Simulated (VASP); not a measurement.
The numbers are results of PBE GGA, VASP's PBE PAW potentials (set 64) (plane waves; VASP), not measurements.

VASP input:

INCAR:
```
! general
SYSTEM  = ZnS
PREC    = Accurate
ENCUT   = 400   ! plane-wave cut-off (eV)
LREAL   = .FALSE.   ! projection in real space or not
LASPH   = .TRUE.   ! aspherical one-centre terms

! electronic loop
EDIFF   = 1E-6
NELM    = 100   ! most electronic steps
ALGO    = Normal   ! blocked Davidson
LMAXMIX = 4   ! l cut-off of mixed one-centre charges

! smearing
ISMEAR  = 0
SIGMA   = 0.05   ! width (eV)

! functional
GGA     = PE   ! PBE

! ions
ISIF    = 2   ! forces and stress, cell fixed

! output
LWAVE   = .FALSE.
LCHARG  = .FALSE.
```

POSCAR:
```
ZnS
3.9019570
  0.0000000000   0.7071067159   0.7071067159
  0.7071067159   0.0000000000   0.7071067159
  0.7071067159   0.7071067159   0.0000000000
Zn S
1 1
Direct
  0.0000000000   0.0000000000   0.0000000000
  0.2500000000   0.2500000000   0.2500000000
```

### KPOINTS
```
Automatic
0
Gamma
  6 6 6
```

POTCAR, in this order: Zn S (PBE.64 set). Program: vasp_std.

Output

**OSZICAR**
```
       N       E                     dE             d eps       ncg     rms          rms(c)
DAV:   1     0.788600014273E+02    0.78860E+02   -0.79413E+03   416   0.138E+03
DAV:   2    -0.183106422805E+01   -0.80691E+02   -0.77372E+02   471   0.253E+02
DAV:   3    -0.719807039546E+01   -0.53670E+01   -0.53461E+01   496   0.676E+01
DAV:   4    -0.726530586064E+01   -0.67235E-01   -0.67219E-01   466   0.821E+00
DAV:   5    -0.726643202592E+01   -0.11262E-02   -0.11261E-02   516   0.103E+00    0.631E+00
DAV:   6    -0.685086879086E+01    0.41556E+00   -0.95608E-01   608   0.354E+01    0.493E+00
DAV:   7    -0.683584498548E+01    0.15024E-01   -0.30852E-01   436   0.536E+00    0.253E+00
DAV:   8    -0.683535907056E+01    0.48591E-03   -0.55059E-03   456   0.677E-01    0.702E-01
DAV:   9    -0.683569518010E+01   -0.33611E-03   -0.97811E-04   479   0.319E-01    0.129E-01
DAV:  10    -0.683585253316E+01   -0.15735E-03   -0.19041E-04   446   0.134E-01    0.649E-02
DAV:  11    -0.683587229571E+01   -0.19763E-04   -0.35280E-05   469   0.853E-02    0.850E-03
DAV:  12    -0.683587393890E+01   -0.16432E-05   -0.33865E-06   466   0.258E-02    0.692E-03
DAV:  13    -0.683587376912E+01    0.16979E-06   -0.41907E-07   293   0.168E-02
   1 F= -.68358738E+01 E0= -.68358738E+01  d E =-.396868E-11
```

OUTCAR:
```
------------------------ aborting loop because EDIFF is reached ----------------------------------------
  FORCE on cell =-STRESS in cart. coord.  units (eV):
  Direction    XX          YY          ZZ          XY          YZ          ZX
  --------------------------------------------------------------------------------------
  Total       -0.6998975     -0.6998975     -0.6998975     -0.0000000     -0.0000000     -0.0000000
  in kB      -26.6939428    -26.6939428    -26.6939428     -0.0000000     -0.0000000     -0.0000000
  external PRESSURE =     -26.6939428 kB  Pullay stress =       0.0000000 kB
  volume of cell :       42.01
      direct lattice vectors                 reciprocal lattice vectors
     0.000000000  2.759100000  2.759100000    -0.181218513  0.181218513  0.181218513
     2.759100000  0.000000000  2.759100000     0.181218513 -0.181218513  0.181218513
     2.759100000  2.759100000  0.000000000     0.181218513  0.181218513 -0.181218513
  FREE ENERGIE OF THE ION-ELECTRON SYSTEM (eV)
  ---------------------------------------------------
  free  energy   TOTEN  =        -6.8358737691 eV

  energy  without entropy=       -6.8358737691  energy(sigma->0) =       -6.83587377
```
(Selected blocks of OUTCAR.)

File OUTCAR:
```
 val. band max:        1.5467079770   @ k =   0.0000   0.0000   0.0000

 cond. band min:       3.3880895426   @ k =   0.0000   0.0000   0.0000


 Fermi energy:         1.7612293045

 k-point     1 :       0.0000    0.0000    0.0000
  band No.  band energies     occupation
      1     -11.1777      2.00000
      2      -4.5641      2.00000
      3      -4.5641      2.00000
      4      -4.5641      2.00000
      5      -4.1373      2.00000
      6      -4.1373      2.00000
      7       1.5467      2.00000
      8       1.5467      2.00000
      9       1.5467      2.00000
     10       3.3881      0.00000
     11       7.9736      0.00000
     12       7.9736      0.00000
     13       7.9736      0.00000

 k-point     2 :       0.1667    0.0000    0.0000
  band No.  band energies     occupation
      1     -10.9971      2.00000
      2      -4.5490      2.00000
      3      -4.5335      2.00000
      4      -4.5335      2.00000
      5      -4.1389      2.00000
      6      -4.1389      2.00000
      7      -0.0697      2.00000
      8       1.3269      2.00000
      9       1.3269      2.00000
     10       4.5201      0.00000
     11       7.8813      0.00000
     12       8.3453      0.00000
     13       8.3453      0.00000

 k-point     3 :       0.3333    0.0000    0.0000
  band No.  band energies     occupation
      1     -10.5921      2.00000
      2      -4.4822      2.00000
      3      -4.4822      2.00000
      4      -4.3840      2.00000
      5      -4.1273      2.00000
      6      -4.1273      2.00000
      7      -2.1294      2.00000
      8       0.9413      2.00000
      9       0.9413      2.00000
     10       4.8294      0.00000
     11       8.5944      0.00000
     12       8.5944      0.00000
     13       9.1558      0.00000

 k-point     4 :       0.5000    0.0000    0.0000
  band No.  band energies     occupation
      1     -10.3611      2.00000
      2      -4.4638      2.00000
      3      -4.4638      2.00000
...
```

The compound is ZnS in the zinc blende structure. The cell was not relaxed at this level.
